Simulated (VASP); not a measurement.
Consider the following.

```yaml
crystal:
  lattice:
    - [3.17121, 0.00000, 0.00000]
    - [-1.58561, 2.74635, 0.00000]
    - [0.00000, 0.00000, 5.53788]
  atoms:
    - { symbol: Na, position: [0.00000, 0.00000, 0.00000] }
    - { symbol: Na, position: [0.00000, 0.00000, 0.50000] }
    - { symbol: F, position: [0.33333, 0.66667, 0.25000] }
    - { symbol: F, position: [0.66667, 0.33333, 0.75000] }
```

Method: r2SCAN meta-GGA, VASP's PBE PAW potentials (set 64) (plane waves; VASP). Run with 520 eV cut-off, 7×7×4 Γ-centred mesh, Gaussian smearing of 0.050 eV, potentials Na_pv F.

**Question.** What does the run give for the energy per atom (σ→0)?

**Answer.** 
| Item | Result |
|---|---|
| energy per atom (σ→0) | -6.256 eV/atom |

Total energies compare only between runs with the same potentials, cut-off and functional.

The structure was generated: NaF was put into the NiAs type type (P6_3/mmc), which need not be its known phase. It was relaxed first, which changed the volume by -11 %. The start is the result of an earlier pass.
